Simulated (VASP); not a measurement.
Calculation: LDA (Ceperley-Alder, Perdew-Zunger), VASP's LDA PAW potentials (set 64) (plane waves; VASP).

VASP ran on this input.

### POSCAR
```
KTaO3
1.0
  3.8592891825   0.0000000000   0.0000000000
  0.0000000000   3.8592891825   0.0000000000
  0.0000000000   0.0000000000   3.8592891825
K Ta O
1 1 3
Cart
  0.0000000000   0.0000000000   0.0000000000
  1.9296445912   1.9296445912   1.9296445912
  1.9296445912   0.0000000000   1.9296445912
  0.0000000000   1.9296445912   1.9296445912
  1.9296445912   1.9296445912   0.0000000000
```

### INCAR
```
LASPH  =  .True.
LMAXMIX  =  6   ! l cut-off of mixed one-centre charges
LWAVE  =  .False.
EDIFF  =  1E-6   ! SCF stop (eV)
NELM  =  100
PREC  =  Accurate
NSW  =  40
ENCUT  =  620
LCHARG  =  .False.
ALGO  =  Normal   ! blocked Davidson
IBRION  =  2   ! conjugate gradients
ISIF  =  3   ! ions, shape and volume
ISMEAR  =  0   ! Gaussian
SIGMA  =  0.05
LREAL  =  .False.   ! projection in real space or not
SYSTEM  =  KTaO3
PSTRESS  =  200   ! kbar
EDIFFG  =  -0.02
```

File KPOINTS:
```
Automatic
0
G
  6 6 6
0 0 0
```

POTCAR, in this order: K_sv Ta_pv O (LDA.64 set). Program: vasp_std.

The resulting files:

### OSZICAR
```
       N       E                     dE             d eps       ncg     rms          rms(c)
DAV:   1     0.386853775614E+03    0.38685E+03   -0.24055E+04   920   0.196E+03
DAV:   2    -0.304799387340E+02   -0.41733E+03   -0.40642E+03  1081   0.511E+02
DAV:   3    -0.523034314697E+02   -0.21823E+02   -0.21769E+02  1165   0.112E+02
DAV:   4    -0.528538930922E+02   -0.55046E+00   -0.55027E+00  1653   0.162E+01
DAV:   5    -0.528563094397E+02   -0.24163E-02   -0.24161E-02  1180   0.103E+00    0.435E+01
DAV:   6    -0.450501042322E+02    0.78062E+01   -0.39351E+01  1083   0.477E+01    0.181E+01
DAV:   7    -0.448771400105E+02    0.17296E+00   -0.19189E+00  1242   0.100E+01    0.109E+01
DAV:   8    -0.447997334832E+02    0.77407E-01   -0.22811E-01  1250   0.427E+00    0.106E+00
DAV:   9    -0.447959190354E+02    0.38144E-02   -0.23119E-02  1284   0.106E+00    0.215E-01
DAV:  10    -0.447954586778E+02    0.46036E-03   -0.30107E-03  1217   0.484E-01    0.837E-02
DAV:  11    -0.447954376219E+02    0.21056E-04   -0.31470E-04  1260   0.153E-01    0.300E-02
DAV:  12    -0.447954355982E+02    0.20237E-05   -0.37562E-05  1334   0.460E-02    0.437E-03
DAV:  13    -0.447954355171E+02    0.81108E-07   -0.11625E-06   872   0.925E-03
   1 F= -.37620114E+02 E0= -.37620114E+02  d E =-.376201E+02
```

File OUTCAR:
```
------------------------ aborting loop because EDIFF is reached ----------------------------------------
  FORCE on cell =-STRESS in cart. coord.  units (eV):
  Direction    XX          YY          ZZ          XY          YZ          ZX
  --------------------------------------------------------------------------------------
  Total        7.0879305      7.0879305      7.0879305      0.0000000     -0.0000000     -0.0000000
  in kB      197.5641160    197.5641160    197.5641160      0.0000000     -0.0000000     -0.0000000
  external PRESSURE =      -2.4358840 kB  Pullay stress =     200.0000000 kB
  volume of cell :       57.48
      direct lattice vectors                 reciprocal lattice vectors
     3.859289182  0.000000000  0.000000000     0.259115073  0.000000000  0.000000000
     0.000000000  3.859289182  0.000000000     0.000000000  0.259115073  0.000000000
     0.000000000  0.000000000  3.859289182     0.000000000  0.000000000  0.259115073
 POSITION                                       TOTAL-FORCE (eV/Angst)
 -----------------------------------------------------------------------------------
      0.00000      0.00000      0.00000         0.000000      0.000000      0.000000
      1.92964      1.92964      1.92964         0.000000      0.000000      0.000000
      1.92964      0.00000      1.92964         0.000000      0.000000      0.000000
      0.00000      1.92964      1.92964         0.000000      0.000000      0.000000
      1.92964      1.92964      0.00000         0.000000      0.000000      0.000000
 -----------------------------------------------------------------------------------
    total drift:                                0.000000     -0.000000     -0.000000
  FREE ENERGIE OF THE ION-ELECTRON SYSTEM (eV)
  ---------------------------------------------------
  free  energy   TOTEN  =       -44.7954355171 eV

  energy  without entropy=      -44.7954355171  energy(sigma->0) =      -44.79543552
  enthalpy is  TOTEN    =       -37.6201137740 eV   P V=        7.1753217431

 reached required accuracy - stopping structural energy minimisation
```
(Selected blocks of OUTCAR.)

The compound is KTaO3 in the cubic perovskite structure. It was relaxed first under an external pressure of 20 GPa.
